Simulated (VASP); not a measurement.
Wanted: the native input for a VASP 6.6.1 run.

```
Task                   : single point
Functional             : LDA
Potentials or basis    : VASP PAW LDA potentials, release 64 (Sr_sv, Mg)
Cutoff                 : 520 eV
k mesh                 : 10 × 10 × 10
Occupations            : gaussian, width 0.1 eV
Spin                   : no spin polarisation
Dipole correction      : no
Further INCAR settings : ALGO = Fast; EDIFF = 1e-06; NBANDS = 13
```

The structure of SrMg lies in POSCAR:

```
SrMg
1.0
    4.0603619698      0.0000000000      0.0000000000
    0.0000000000      4.0603619698      0.0000000000
    0.0000000000      0.0000000000      4.0603619698
Sr Mg
1 1
Direct
    0.5000000000      0.5000000000      0.5000000000
    0.0000000000      0.0000000000      0.0000000000
```

The cell isn't the ideal one: relaxed again under DFT LDA, scalar-relativistic, plane waves, PAW.

One way to write it, as run:

INCAR

```
ALGO     = Fast           # electronic algorithm
EDIFF    = 1E-6           # SCF threshold, eV
ENCUT    = 520            # plane-wave cutoff, eV
GGA      = CA             # functional
ISIF     = 2              # what is computed and relaxed
ISMEAR   = 0              # smearing method
LASPH    = True           # aspherical terms in the spheres
LCHARG   = False          # write CHGCAR
LREAL    = False          # projectors in reciprocal space
LWAVE    = False          # write WAVECAR
NBANDS   = 13             # bands
NELM     = 60             # most SCF steps
PREC     = Accurate       # precision mode
SIGMA    = 0.1            # smearing width, eV
```

KPOINTS

```
k-points
0
Gamma
  10 10 10
```

Potentials or basis: VASP PAW LDA potentials, release 64 (Sr_sv, Mg).

The run is started by

```sh
$ cat potpaw_LDA.64/Sr_sv/POTCAR potpaw_LDA.64/Mg/POTCAR > POTCAR
$ mpirun -np 1 vasp_std > vasp.out
```

It gave:

```json
{"Pressure": "-0.2 GPa", "Band gap on the k mesh": "none (metal or under the smearing width)"}
```

Wall time 42 s on 1 thread of Intel(R) Xeon(R) Platinum 8488C (Sapphire Rapids), with other jobs on the host, peak memory 0.18 GiB.
